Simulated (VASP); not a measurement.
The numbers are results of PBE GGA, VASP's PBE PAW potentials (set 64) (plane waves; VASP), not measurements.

A VASP calculation is set up with these files.

KPOINTS:
```
Automatic
0
G
  4 4 3
0 0 0
```

### POSCAR
```
Te
1
    2.2746000000    -3.9397220000     0.0000000000
    2.2746000000     3.9397220000     0.0000000000
    0.0000000000     0.0000000000     6.0486000000
Te
3
Direct
  0.0000000000   0.2630000000   0.6666670000
  0.7370000000   0.7370000000   0.0000000000
  0.2630000000   0.0000000000   0.3333330000
```

INCAR:
```
ALGO  =  Normal
EDIFF  =  1E-6
ENCUT  =  400
GGA  =  PE
ISIF  =  2
ISMEAR  =  0
LASPH  =  .TRUE.
LCHARG  =  .FALSE.
LMAXMIX  =  4
LREAL  =  .FALSE.
LWAVE  =  .FALSE.
NELM  =  100
PREC  =  Accurate
SIGMA  =  0.05
SYSTEM  =  Te
```

POTCAR, in this order: Te (PBE.64 set). Program: vasp_std.

The run wrote:

File OSZICAR:
```
       N       E                     dE             d eps       ncg     rms          rms(c)
DAV:   1     0.679714106276E+02    0.67971E+02   -0.58679E+03   234   0.911E+02
DAV:   2    -0.491519437162E+01   -0.72887E+02   -0.70209E+02   309   0.139E+02
DAV:   3    -0.933055865872E+01   -0.44154E+01   -0.43837E+01   269   0.409E+01
DAV:   4    -0.942013688596E+01   -0.89578E-01   -0.89526E-01   346   0.702E+00
DAV:   5    -0.942038478466E+01   -0.24790E-03   -0.24790E-03   269   0.409E-01    0.109E+01
DAV:   6    -0.939963035374E+01    0.20754E-01   -0.23266E-02   249   0.102E+00    0.698E+00
DAV:   7    -0.939625066392E+01    0.33797E-02   -0.51713E-02   239   0.156E+00    0.313E-01
DAV:   8    -0.939533365833E+01    0.91701E-03   -0.96572E-03   234   0.621E-01    0.166E-01
DAV:   9    -0.939537900358E+01   -0.45345E-04   -0.25664E-04   289   0.127E-01    0.849E-02
DAV:  10    -0.939541354856E+01   -0.34545E-04   -0.56475E-05   266   0.550E-02    0.255E-02
DAV:  11    -0.939541108903E+01    0.24595E-05   -0.11149E-05   269   0.213E-02    0.563E-03
DAV:  12    -0.939541144804E+01   -0.35900E-06   -0.95113E-07   137   0.703E-03
   1 F= -.93954114E+01 E0= -.93954114E+01  d E =-.875739E-11
```

### OUTCAR
```
------------------------ aborting loop because EDIFF is reached ----------------------------------------
  FORCE on cell =-STRESS in cart. coord.  units (eV):
  Direction    XX          YY          ZZ          XY          YZ          ZX
  --------------------------------------------------------------------------------------
  Total       -0.2252435     -0.2252434     -0.9249920      0.0000000     -0.0000000      0.0000000
  in kB       -3.3289510     -3.3289497    -13.6707739      0.0000000     -0.0000000      0.0000000
  external PRESSURE =      -6.7762249 kB  Pullay stress =       0.0000000 kB
  volume of cell :      108.41
      direct lattice vectors                 reciprocal lattice vectors
     2.274600000 -3.939722000  0.000000000     0.219818869 -0.126912508  0.000000000
     2.274600000  3.939722000  0.000000000     0.219818869  0.126912508  0.000000000
     0.000000000  0.000000000  6.048600000     0.000000000  0.000000000  0.165327514
 POSITION                                       TOTAL-FORCE (eV/Angst)
 -----------------------------------------------------------------------------------
      0.59822      1.03615      4.03240        -0.010658     -0.018459     -0.000000
      3.35276      0.00000      0.00000         0.021315      0.000000     -0.000000
      0.59822     -1.03615      2.01620        -0.010658      0.018459      0.000000
 -----------------------------------------------------------------------------------
    total drift:                               -0.000164     -0.000393      0.000013
  FREE ENERGIE OF THE ION-ELECTRON SYSTEM (eV)
  ---------------------------------------------------
  free  energy   TOTEN  =        -9.3954114480 eV

  energy  without entropy=       -9.3954114480  energy(sigma->0) =       -9.39541145
```
(Selected blocks of OUTCAR.)

The compound is Te in the trig structure. The cell was not relaxed at this level.
